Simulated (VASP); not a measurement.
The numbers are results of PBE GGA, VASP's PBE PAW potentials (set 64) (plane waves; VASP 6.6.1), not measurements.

Gaps are without spin-orbit coupling.

```json
{
 "volume_per_atom": "14.83 Å³/atom",
 "band gap (over mesh and band path)": "3.54 eV",
 "smallest direct gap (over mesh and band path)": "3.78 eV"
}
```

Task: Which relaxed crystal gives these values?
A. MgO, Fm-3m (225)
B. PbS, Fm-3m (225)
C. CsPbCl3, Pm-3m (221)
D. BaHfO3, Pm-3m (221)

Result: D, BaHfO3, Pm-3m (221)
